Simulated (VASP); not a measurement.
Tl3Te2: single point with PBE

Tl3Te2:

```
Tl Te
1.0
     6.06272    0.00000    0.00000
     0.00000    6.06272    0.00000
     0.00000    0.00000    6.06272
Tl Te
3 2
Direct
  0.50000 0.00000 0.00000
  0.00000 0.50000 0.00000
  0.00000 0.00000 0.50000
  0.50000 0.50000 0.50000
  0.00000 0.00000 0.00000
```

The cell was built by a generator and needn't be a form met in nature.

The cell isn't the ideal one: random cell by space group and Wyckoff sites (Pm-3m, No. 221).

* Program: VASP 6.6.1
* Task: single point
* Functional: PBE
* Potentials or basis: VASP PAW PBE potentials, release 64 (Tl_d, Te)
* Cutoff: 520 eV
* k mesh: 6 × 6 × 6
* Occupations: gaussian, width 0.1 eV
* Spin: no spin polarisation

| Property | Result |
| --- | --- |
| Pressure | 0.0 GPa |
| Band gap on the k mesh | none (metal or under the smearing width) |

Levels at points of the mesh, in eV from the Fermi level:
```
           k point  band 21  band 22  band 23  band 24  band 25  band 26  band 27  band 28  band 29  band 30
(0.00, 0.00, 0.00)    -3.75    -3.75    -3.75    -0.49    -0.49    -0.49     2.90     2.90     2.90     3.56
(0.50, 0.00, 0.00)    -3.57    -3.57    -0.54    -0.54    -0.08     0.07     1.99     2.18     2.47     2.47
(0.50, 0.50, 0.00)    -3.42    -0.63    -0.63    -0.26     0.17     0.22     0.22     1.67     1.67     2.75
(0.50, 0.50, 0.50)    -1.44    -1.44    -1.44     0.34     0.34     0.34     2.06     2.06     2.06     2.81
```

It took 110 s on 1 thread of AMD EPYC 9R45 96-Core Processor (Zen 5), on a shared host, peak memory 0.37 GiB.

Spin-orbit coupling is left out, which matters for the levels of Te, Tl.
